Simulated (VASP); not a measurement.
A convergence study with VASP on BaF2 (fluorite): one setting is varied, all else stays as given below, so the limit is that of these other settings.

```
BaF2
1.0
    0.00000     3.10000     3.10000
    3.10000     0.00000     3.10000
    3.10000     3.10000     0.00000
Ba F
1 2
Direct
  0.00000   0.00000   0.00000
  0.25000   0.25000   0.25000
  0.75000   0.75000   0.75000
```

Calculation: PBE GGA, VASP's PBE PAW potentials (set 64) (plane waves; VASP). The tightest run used: 700 eV cut-off, 11×11×11 Monkhorst-Pack mesh, Gaussian smearing of 0.050 eV, potentials Ba_sv F.

```csv
setting,E (eV/atom),pressure (GPa),irreducible k-points
1×1×1 mesh,-6.0793,-7.11,1
2×2×2 mesh,-5.7061,2.24,2
3×3×3 mesh,-5.7056,2.27,4
```

Question: These are the cheaper rows. Estimate the results at 11×11×11 mesh, and how far the last row shown lies from them.

Answer: 
```json
[
 {"quantity": "E (eV/atom)", "tightest run": "-5.7059", "last row shown is off by": "0.0003"},
 {"quantity": "pressure (GPa)", "tightest run": "2.25", "last row shown is off by": "0.02"}
]
```

Left out are rungs that failed or repeat a setting and relaxations that didn't move; long series are thinned to 24 rows.

The compound is BaF2 in the fluorite structure. The cell was not relaxed at this level.
